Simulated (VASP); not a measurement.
Output of a VASP run:

File OSZICAR:
```
...
RMM:   1    -0.293250706014E+00   -0.29325E+00   -0.18130E-01 10993   0.465E+00
RMM:   2    -0.288332003987E+00    0.49187E-02   -0.26457E-03 10466   0.456E-01    0.910E-02
RMM:   3    -0.288284954066E+00    0.47050E-04   -0.13678E-04 11576   0.926E-02    0.522E-02
RMM:   4    -0.288409402638E+00   -0.12445E-03   -0.14137E-04 11390   0.915E-02    0.120E-02
RMM:   5    -0.288445023071E+00   -0.35620E-04   -0.11163E-06 11965   0.109E-02    0.568E-03
RMM:   6    -0.288470559482E+00   -0.25536E-04   -0.29520E-07 10963   0.375E-03    0.562E-04
RMM:   7    -0.288467240041E+00    0.33194E-05   -0.96813E-08 12122   0.921E-04    0.180E-04
RMM:   8    -0.288465707013E+00    0.15330E-05   -0.87542E-08 12110   0.454E-04    0.339E-05
RMM:   9    -0.288465470827E+00    0.23619E-06   -0.96493E-08 12313   0.178E-04    0.124E-05
RMM:  10    -0.288465270413E+00    0.20041E-06   -0.96128E-08 12442   0.105E-04    0.274E-06
RMM:  11    -0.288465275776E+00   -0.53627E-08   -0.88449E-08 12215   0.101E-04    0.378E-07
 Linear response progress:
  Degree of freedom:   8/  9
       N       E                     dE             d eps       ncg     rms          rms(c)
RMM:   1    -0.294066949195E+00   -0.29407E+00   -0.19055E-01 10958   0.462E+00
RMM:   2    -0.288929435338E+00    0.51375E-02   -0.28599E-03 10488   0.459E-01    0.856E-02
RMM:   3    -0.288811789584E+00    0.11765E-03   -0.16507E-04 11535   0.995E-02    0.480E-02
RMM:   4    -0.288864699449E+00   -0.52910E-04   -0.16535E-04 11374   0.981E-02    0.112E-02
RMM:   5    -0.288895416532E+00   -0.30717E-04   -0.17896E-06 11863   0.129E-02    0.396E-03
RMM:   6    -0.288906070274E+00   -0.10654E-04   -0.15940E-07 11980   0.263E-03    0.616E-04
RMM:   7    -0.288903110466E+00    0.29598E-05   -0.81851E-08 12131   0.569E-04    0.197E-04
RMM:   8    -0.288900646145E+00    0.24643E-05   -0.79277E-08 12146   0.387E-04    0.433E-05
RMM:   9    -0.288900470522E+00    0.17562E-06   -0.81080E-08 12135   0.226E-04    0.140E-05
RMM:  10    -0.288900260591E+00    0.20993E-06   -0.85732E-08 12315   0.104E-04    0.144E-06
RMM:  11    -0.288900257824E+00    0.27671E-08   -0.94903E-08 11975   0.874E-05    0.394E-07
 Linear response progress:
  Degree of freedom:   9/  9
       N       E                     dE             d eps       ncg     rms          rms(c)
RMM:   1    -0.307386086091E+00   -0.30739E+00   -0.19149E-01 11074   0.479E+00
RMM:   2    -0.298453779369E+00    0.89323E-02   -0.34730E-03 10376   0.526E-01    0.126E-01
RMM:   3    -0.298240841270E+00    0.21294E-03   -0.27065E-04 11164   0.124E-01    0.800E-02
RMM:   4    -0.298284914962E+00   -0.44074E-04   -0.18415E-04 11269   0.103E-01    0.241E-02
RMM:   5    -0.298331854460E+00   -0.46939E-04   -0.28016E-06 11748   0.146E-02    0.904E-03
RMM:   6    -0.298346986974E+00   -0.15133E-04   -0.24542E-07 11901   0.348E-03    0.167E-03
RMM:   7    -0.298342134076E+00    0.48529E-05   -0.88894E-08 12059   0.116E-03    0.152E-04
RMM:   8    -0.298340743240E+00    0.13908E-05   -0.68172E-08 12082   0.370E-04    0.418E-05
RMM:   9    -0.298340205171E+00    0.53807E-06   -0.68381E-08 12190   0.152E-04    0.186E-05
RMM:  10    -0.298339866788E+00    0.33838E-06   -0.69166E-08 12322   0.101E-04    0.128E-06
RMM:  11    -0.298339861577E+00    0.52110E-08   -0.89230E-08 10760   0.865E-05    0.454E-07
 Linear response finished
```

**OUTCAR**
```
------------------------ aborting loop because EDIFF is reached ----------------------------------------

 HEAD OF MICROSCOPIC STATIC DIELECTRIC TENSOR (INDEPENDENT PARTICLE, excluding Hartree and local field effects)
 ------------------------------------------------------
          14.161953    -9.077897     0.030006
          -9.069576    44.524624     0.710655
           0.023365     0.713508     9.572556
 ------------------------------------------------------

 MACROSCOPIC STATIC DIELECTRIC TENSOR (including local field effects in DFT)
 ------------------------------------------------------
          13.959766    -9.015219     0.048512
          -9.006862    44.235009     0.639218
           0.042255     0.642239     9.250869
 ------------------------------------------------------

 PIEZOELECTRIC TENSOR (including local field effects)  for field in x, y, z        (e  Angst)
          XX          YY          ZZ          XY          YZ          ZX
  --------------------------------------------------------------------------------
  x     0.19442    -0.06595     0.16886    -0.04587    -0.01730     0.36111
  y    -0.01031    -0.01446    -0.07541     0.15854     0.33907    -0.02698
  z     0.17232     0.01678     0.28856    -0.06750    -0.07777     0.20809

 PIEZOELECTRIC TENSOR (including local field effects)  for field in x, y, z        (C/m^2)
          XX          YY          ZZ          XY          YZ          ZX
  --------------------------------------------------------------------------------
  x     0.12335    -0.04184     0.10713    -0.02910    -0.01098     0.22911
  y    -0.00654    -0.00917    -0.04784     0.10058     0.21512    -0.01712
  z     0.10933     0.01065     0.18307    -0.04283    -0.04934     0.13202

 BORN EFFECTIVE CHARGES (including local field effects) (in |e|, cummulative output)
 ---------------------------------------------------------------------------------
 ion    1
    1     0.49201    -0.10550     0.00805
    2    -0.14780     0.12972     0.00392
    3    -0.00174    -0.01285     0.36266
 ion    2
    1     0.60175    -0.10589    -0.00331
    2    -0.04539     0.13332    -0.00020
    3     0.01899    -0.02150     0.34192
 ion    3
    1    -1.09376     0.21139    -0.00474
    2     0.19319    -0.26303    -0.00372
    3    -0.01724     0.03435    -0.70459

   1 f  =   32.343728 THz   203.221634 2PiTHz 1078.870624 cm-1   133.762849 meV
             X         Y         Z           dx          dy          dz
     -0.035682  1.802914  1.553470    -0.013061   -0.704942   -0.019222
      1.517915  0.803447  1.650155     0.020958    0.708127    0.024971
     -1.482232  2.589791  0.036375    -0.002490   -0.001012   -0.001819

   2 f  =   18.728596 THz   117.675241 2PiTHz  624.718727 cm-1    77.455216 meV
             X         Y         Z           dx          dy          dz
     -0.035682  1.802914  1.553470    -0.005807    0.028737   -0.722389
      1.517915  0.803447  1.650155    -0.008937   -0.015159    0.690538
     -1.482232  2.589791  0.036375     0.004667   -0.004310    0.010104

   3 f  =   15.145681 THz    95.163119 2PiTHz  505.205529 cm-1    62.637474 meV
             X         Y         Z           dx          dy          dz
     -0.035682  1.802914  1.553470     0.052016   -0.008399    0.626415
      1.517915  0.803447  1.650155    -0.021878   -0.014151    0.661578
     -1.482232  2.589791  0.036375    -0.009534    0.007144   -0.407826

   4 f  =    9.661077 THz    60.702337 2PiTHz  322.258839 cm-1    39.954986 meV
             X         Y         Z           dx          dy          dz
     -0.035682  1.802914  1.553470    -0.828666    0.122060    0.038810
      1.517915  0.803447  1.650155     0.522298    0.090715    0.036576
     -1.482232  2.589791  0.036375     0.097157   -0.067348   -0.023880

   5 f  =    7.033905 THz    44.195327 2PiTHz  234.625810 cm-1    29.089880 meV
...
```
(Selected blocks of OUTCAR.)

### POSCAR
```
AgB2
1
    3.0000000000     0.0000000000     0.0000000000
   -1.5000000000     2.5980760000     0.0000000000
    0.0000000000     0.0000000000     3.2400000000
B Ag
2 1
Direct
  0.3350770000   0.6939420000   0.4794660000
  0.6605950000   0.3092470000   0.5093070000
  0.0043280000  -0.0031890000   0.0112270000
```

**Question.** Reconstruct the remaining input files.

**Answer.** This is not unique; one that fits is the input of the run itself, LDA (Ceperley-Alder, Perdew-Zunger), plane waves, VASP's LDA PAW potentials (set 64).

**KPOINTS**
```
Regular mesh
0
Gamma
9 9 7
```

**INCAR**
```
! general
SYSTEM    =  AgB2
PREC      =  Accurate
ENCUT     =  400   ! plane-wave cut-off (eV)
LREAL     =  .False.   ! projection in real space or not
LASPH     =  .True.   ! aspherical one-centre terms

! electronic loop
EDIFF     =  1E-8
NELM      =  100
ALGO      =  Normal   ! blocked Davidson
LMAXMIX   =  4   ! l cut-off of mixed one-centre charges

! smearing
ISMEAR    =  0   ! Gaussian
SIGMA     =  0.05

! ions
IBRION    =  8   ! DFPT with symmetry
NSW       =  1
ISIF      =  2

! output
LWAVE     =  .False.
LCHARG    =  .False.

! other
LEPSILON  =  .True.
```

POTCAR, in this order: B Ag (LDA.64 set). Program: vasp_std.

The dielectric response may not be converged in the k-mesh; for small gaps it tends to come out too large. Tensors are in the Cartesian frame of the cell as typed.

The structure comes from a measured AgB2 entry of the Crystallography Open Database, whose conditions weren't checked. The cell was not relaxed at this level, atoms are displaced from their ideal sites. The run is one of a series of settings (EDIFF = 1E-8, GGA removed, IBRION = 8, LEPSILON = .TRUE., NSW = 1, POTCAR B Ag (LDA.64 set) against the base run), some of them coarse on purpose. The electron count is odd and the run is not spin-polarised, which forces a metal.
